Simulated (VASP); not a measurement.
# Cl2BBr in VASP: settings compared, part 2 of 2

VASP 6.6.1. Earlier steps stand in the parts before.

### 4 Atomic charges, PBE+TS

Contents of INCAR:

```
ALGO = Fast ; EDIFF = 1E-6
ENCUT = 520 ; GGA = PE
ISIF = 2 ; ISMEAR = 0
IVDW = 2 ; LASPH = True
LCHARG = False ; LORBIT = 11
LREAL = False ; LWAVE = False
NELM = 60 ; PREC = Accurate
SIGMA = 0.01
```

Contents of KPOINTS:

```
k-points
0
Gamma
  1 1 1
```

Contents of POSCAR:

```
BBrCl2
1.0
   11.0000000000      0.0000000000      0.0000000000
    0.0000000000     12.0000000000      0.0000000000
    0.0000000000      0.0000000000     12.0000000000
Cl B Br
2 1 1
Direct
    0.5734636400      0.5859208300      0.6152666700
    0.5609363600      0.3904875000      0.4589000000
    0.5239272700      0.5272458300      0.4912083300
    0.4289000000      0.6130125000      0.3904000000
```

Potentials or basis: VASP PAW PBE potentials, release 64 (Cl, B, Br).

On the command line:

```bash
$ cat potpaw_PBE.64/Cl/POTCAR potpaw_PBE.64/B/POTCAR potpaw_PBE.64/Br/POTCAR > POTCAR
$ mpirun -np 1 vasp_gam > vasp.out
```

OUTCAR:

```text
EDIFF = 1E-6
   ENCUT = 520
   GGA = PE
   ISIF = 2
   ISMEAR = 0
   IVDW = 2
   LASPH = True
   LORBIT = 11
   LREAL = False
   NELM = 60
   PREC = Accurate
  IVDW =   2

 ion  position               nearest neighbor table
   1  0.573  0.586  0.615-   3 1.73
   2  0.561  0.390  0.459-   3 1.73
   3  0.524  0.527  0.491-   1 1.73   2 1.73   4 1.90
   4  0.429  0.613  0.390-   3 1.90

  LATTYP: Found a simple tetragonal cell.
 ALAT       =    12.0000000000
 C/A-ratio  =     0.9166666667

  Lattice vectors:

 A1 = (   0.0000000000,  12.0000000000,   0.0000000000)
 A2 = (   0.0000000000,   0.0000000000,  12.0000000000)
 A3 = (  11.0000000000,   0.0000000000,   0.0000000000)

Analysis of symmetry for initial positions (statically):
=====================================================================
 Subroutine PRICEL returns:
 Original cell was already a primitive cell.

 Routine SETGRP: Setting up the symmetry group for a
 simple tetragonal supercell.

 Subroutine GETGRP returns: Found  1 space group operations
 (whereof  1 operations were pure point group operations)
 out of a pool of 16 trial point group operations.

The static configuration has the point symmetry C_1 .

Analysis of symmetry for dynamics (positions and initial velocities):
=====================================================================
 Subroutine PRICEL returns:
 Original cell was already a primitive cell.

 Routine SETGRP: Setting up the symmetry group for a
 simple tetragonal supercell.

 Subroutine GETGRP returns: Found  1 space group operations
 (whereof  1 operations were pure point group operations)
 out of a pool of 16 trial point group operations.

The dynamic configuration has the point symmetry C_1 .

 Subroutine INISYM returns: Found  1 space group operations
 (whereof  1 operations are pure point group operations),
 and found     1 'primitive' translations

[... 107 lines left out ...]
 Gauss-broadening in eV      SIGMA  =   0.01
  energy-cutoff  :      520.00
  volume of cell :     1584.00
 maximum number of plane-waves:     21371
 NGX is ok and might be reduce to    84
   NGX = 41   NGY = 45   NGZ = 45

 number of electron      24.0000003 magnetization

 Free energy of the ion-electron system (eV)
  ---------------------------------------------------
  ext. energy  EPLUGINS =         0.00000000
  ---------------------------------------------------
  free energy    TOTEN  =       -15.27337963 eV

  energy without entropy =      -15.27337963  energy(sigma->0) =      -15.27337963

 E-fermi :  -6.8011     XC(G=0):  -0.9745

 val. band max:       -6.8986848992   @ k =   0.0000   0.0000   0.0000
 cond. band min:      -2.3436600596   @ k =   0.0000   0.0000   0.0000
 fundamental gap:      4.5550248396
 Fermi energy:        -6.8011140563

 k-point     1 :       0.0000    0.0000    0.0000
  band No.  band energies     occupation
      1     -21.8618      2.00000
      2     -20.8556      2.00000
      3     -20.1963      2.00000
      4     -12.6757      2.00000
      5     -10.8145      2.00000
      6     -10.4868      2.00000
[... 8 lines left out ...]
     15       0.1934      0.00000
     16       0.7547      0.00000

------------------------ aborting loop because EDIFF is reached ----------------------------------------

  Hirshfeld charges:
            ion         q(e)
   ------------------------------
      1     Cl      -0.03854078
      2     Cl      -0.03845617
      3     B        0.10559147
      4     Br      -0.02859452

  Tkatchenko/Scheffler method for vdW energy calculation

  Number of pair interactions contributing to vdW energy:    3255

  Edisp (eV):   -0.00977

  FORCE on cell =-STRESS in cart. coord.  units (eV):
  Direction    XX          YY          ZZ          XY          YZ          ZX
  --------------------------------------------------------------------------------------
  -------------------------------------------------------------------------------------
  Total       0.18059     0.51923     0.47650    -0.18908     0.03541     0.26411
  in kB       0.18267     0.52519     0.48197    -0.19125     0.03581     0.26714
  external pressure =        0.40 kB  Pullay stress =        0.00 kB

 VOLUME and BASIS-vectors are now :
 -----------------------------------------------------------------------------
  energy-cutoff  :      520.00
  volume of cell :     1584.00
      direct lattice vectors                 reciprocal lattice vectors
    11.000000000  0.000000000  0.000000000     0.090909091  0.000000000  0.000000000
     0.000000000 12.000000000  0.000000000     0.000000000  0.083333333  0.000000000
     0.000000000  0.000000000 12.000000000     0.000000000  0.000000000  0.083333333

 POSITION                                       TOTAL-FORCE (eV/Angst)
 -----------------------------------------------------------------------------------
      6.30810      7.03105      7.38320         0.066817      0.091815      0.186533
      6.17030      4.68585      5.50680         0.048670     -0.203587     -0.051206
      5.76320      6.32695      5.89450         0.036760     -0.037884      0.039840
      4.71790      7.35615      4.68480        -0.152247      0.149655     -0.175167
 -----------------------------------------------------------------------------------
    total drift:                                0.000334      0.000161      0.000257

  FREE ENERGIE OF THE ION-ELECTRON SYSTEM (eV)
  ---------------------------------------------------
  free  energy   TOTEN  =       -15.2831522305 eV

  energy  without entropy=      -15.2831522305  energy(sigma->0) =      -15.28315223

 total charge

# of ion       s       p       d       tot
------------------------------------------
    1        1.603   3.560   0.000   5.163
    2        1.603   3.560   0.000   5.163
    3        0.677   1.143   0.000   1.820
    4        1.613   3.270   0.033   4.916
--------------------------------------------------
tot          5.497  11.532   0.033  17.062
```

stdout:

```text
POSCAR found type information on POSCAR ClB Br
 POSCAR found :  3 types and       4 ions
 scaLAPACK will be used
 LDA part: xc-table for (Slater+PW92), standard interpolation
 POSCAR, INCAR and KPOINTS ok, starting setup
 FFT: planning ... GRIDC
 FFT: planning ... GRID_SOFT
 FFT: planning ... GRID
 WAVECAR not read
 entering main loop
 augmentation electrons   23.9939251186564
 total        electrons   23.9939251186564
 augmentation electrons   48.3416294969688
 total        electrons   48.3416294969688
 augmentation electrons  -3.32041325097757
 soft         electrons   27.3143386834454
 total        electrons   23.9939254324678
 translations:           1           1           1
```

Run time: 70 s. Hardware: 1 thread of AMD EPYC 9R45 (Zen 5), shared host; peak memory 1.1 GiB.

Results:

```yaml
Free_energy: -15.2832 eV
Largest_force: 0.276 eV/Å
Gap_between_the_frontier_levels: 4.55 eV
Valence_electrons_inside_the_program's_atomic_spheres: Cl 5.16; B 1.82; Br 4.92
Hirshfeld_charges: Cl -0.04; B +0.11; Br -0.03 e
Dispersion_energy_per_atom: -0.002 eV
```

Forces on the atoms (eV/Å):
```
Cl   0.067  0.092  0.187
Cl   0.049 -0.204 -0.051
B    0.037 -0.038  0.040
Br  -0.152  0.150 -0.175
```

### 5 Electron localisation function, PBE

Contents of INCAR:

```
ALGO = Normal
EDIFF = 1E-6
ENCUT = 520
GGA = PE
ISIF = 2
ISMEAR = 0
LASPH = T
LCHARG = T
LELF = T
LREAL = F
LWAVE = F
NELM = 60
PREC = Accurate
SIGMA = 0.01
```

KPOINTS is that of step 4.

POSCAR is that of step 4.

On the command line:

```bash
$ cat potpaw_PBE.64/Cl/POTCAR potpaw_PBE.64/B/POTCAR potpaw_PBE.64/Br/POTCAR > POTCAR
$ mpirun -np 1 vasp_gam > vasp.out
```

Run time: 71 s. Hardware: 1 thread of AMD EPYC 9R45 (Zen 5), shared host; peak memory 1.1 GiB.

It converged, with:

```yaml
Free_energy: -15.2734 eV
Largest_force: 0.260 eV/Å
Gap_between_the_frontier_levels: 4.55 eV
```

Forces in eV/Å, atoms in the order of the input:
```
Cl   0.062  0.087  0.174
Cl   0.045 -0.190 -0.049
B    0.037 -0.038  0.040
Br  -0.143  0.141 -0.165
```

Levels at points of the mesh, in eV from the valence-band top:
```csv
k point,band 9,band 10,band 11,band 12,band 13,band 14,band 15,band 16
"(0.00, 0.00, 0.00)",-1.09,-0.98,-0.56,0.00,4.55,6.33,7.09,7.62
```

### 6 Single point, r2SCAN0+D3(BJ)

POSCAR is that of step 5.

Contents of INCAR.step1:

```
SYSTEM = BBrCl2
ALGO = Normal
EDIFF = 1E-5
ENCUT = 520
GGA = PE
ISIF = 2
ISMEAR = 0
LASPH = .True.
LCHARG = .False.
LREAL = .False.
LWAVE = .True.
NBANDS = 20
NELM = 100
PREC = Accurate
SIGMA = 0.01
```

Contents of INCAR.step2:

```
SYSTEM = BBrCl2
AEXX = 0.25
ALGO = Normal
EDIFF = 1E-7
ENCUT = 520
HFRCUT = -1
ISIF = 2
ISMEAR = 0
ISTART = 1
IVDW = 12
LASPH = .True.
LCHARG = .False.
LHFCALC = .True.
LMIXTAU = .True.
LREAL = .False.
LWAVE = .False.
METAGGA = R2SCAN
NBANDS = 20
NELM = 100
PREC = Accurate
PRECFOCK = Fast
SIGMA = 0.01
VDW_A1 = 0.4534
VDW_A2 = 5.8972
VDW_S6 = 1.0
VDW_S8 = 1.1846
```

Contents of KPOINTS:

```
k-points
0
Gamma
  1 1 1
  0 0 0
```

Potentials or basis: VASP PAW PBE potentials, release 64 (Cl, B, Br).

On the command line:

```bash
$ cat potpaw_PBE.64/Cl/POTCAR potpaw_PBE.64/B/POTCAR potpaw_PBE.64/Br/POTCAR > POTCAR
$ cp INCAR.step1 INCAR
$ mpirun -np 1 vasp_gam > vasp.out
$ cp INCAR.step2 INCAR
$ mpirun -np 1 vasp_gam > vasp.out
```

Wall time 8.9 min (1 thread of AMD EPYC 9R45 (Zen 5), shared host); peak memory 1.4 GiB.

The run converged. Its results:

| Property | Result |
| --- | --- |
| Free energy | -35.6550 eV |
| Largest force | 0.212 eV/Å |
| Gap between the frontier levels | 7.17 eV |
| Dispersion energy per atom | -0.011 eV |

Forces in eV/Å, atoms in the order of the input:
```
Cl  -0.070 -0.079 -0.181
Cl  -0.054  0.200  0.042
B    0.040 -0.040  0.042
Br   0.084 -0.082  0.096
```

Levels at points of the mesh, in eV from the valence-band top:
```tsv
k point	band 9	band 10	band 11	band 12	band 13	band 14	band 15	band 16
(0.00, 0.00, 0.00)	-1.16	-1.09	-0.52	0.00	7.17	8.60	9.53	9.71
```

Caveat: the PAW data sets were made with another functional, which shifts forces and pressure a little.

### 7 The reference run

An earlier run on the cell as given: functional PBE; potentials or basis VASP PAW PBE potentials, release 64 (Cl, B, Br); cutoff 520 eV; k mesh 1 × 1 × 1; occupations gaussian, width 0.01 eV; no spin polarisation.

- Largest force: 0.260 eV/Å
- Gap between the frontier levels: 4.55 eV

### 8 Overview

```csv
task,level,cell,grid for exact exchange (PRECFOCK),exchange at q = 0,gap on the mesh (eV),largest force (eV/Å)
single point,PBE,"atoms moved at random, drawn with an rms of 0.05 Å",-,-,4.30,1.35
relaxation of the atoms,PBE,"atoms relaxed from: atoms moved at random, drawn with an rms of 0.02 Å",-,-,4.53,-
atomic charges,PBE+TS,as given,-,-,4.55,0.28
electron localisation function,PBE,as given,-,-,4.55,0.26
single point,r2SCAN0+D3(BJ),as given,Fast,truncated,7.17,0.21
single point,PBE,as given,-,-,4.55,0.26
```

Alike in all rows: potentials or basis VASP PAW PBE potentials, release 64 (Cl, B, Br); no spin polarisation; k mesh 1 × 1 × 1; cutoff (eV) 520; smearing gaussian 0.01 eV.

On the cell as given the gap runs from 4.55 eV (PBE+TS) to 7.17 eV (r2SCAN0+D3(BJ)).

Caveats: the PAW data sets were made with another functional, which shifts forces and pressure a little (some runs).

Absolute energies hang on the potentials; compare differences alone.
